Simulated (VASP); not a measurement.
Input:

```xyz
5
Lattice="4.2111 0.0000 0.0000 0.0000 4.2111 0.0000 0.0000 0.0000 4.2111" Properties=species:S:1:pos:R:3 pbc="T T T"
Ba     0.0000     0.0000     0.0000
Zr     2.1056     2.1056     2.1056
O      2.1056     0.0000     2.1056
O      0.0000     2.1056     2.1056
O      2.1056     2.1056     0.0000
```

Method: optB86b-vdW, VASP's PBE PAW potentials (set 64) (plane waves; VASP). Numerical set-up: 520 eV cut-off, Gaussian smearing of 0.050 eV, potentials Ba_sv Zr_sv O.

Unless said otherwise, spin-orbit coupling is left out, though it shifts the bands of the heavy elements here.

What does the run give for the band gap (along the path) with the smallest direct gap where there is one?

```json
{
  "band gap (along the path)": "3.17 eV",
  "smallest direct gap (along the path)": "3.41 eV"
}
```

Only differences to runs with the same potentials and settings are physical.

The compound is BaZrO3 in the cubic perovskite structure. It was relaxed first.
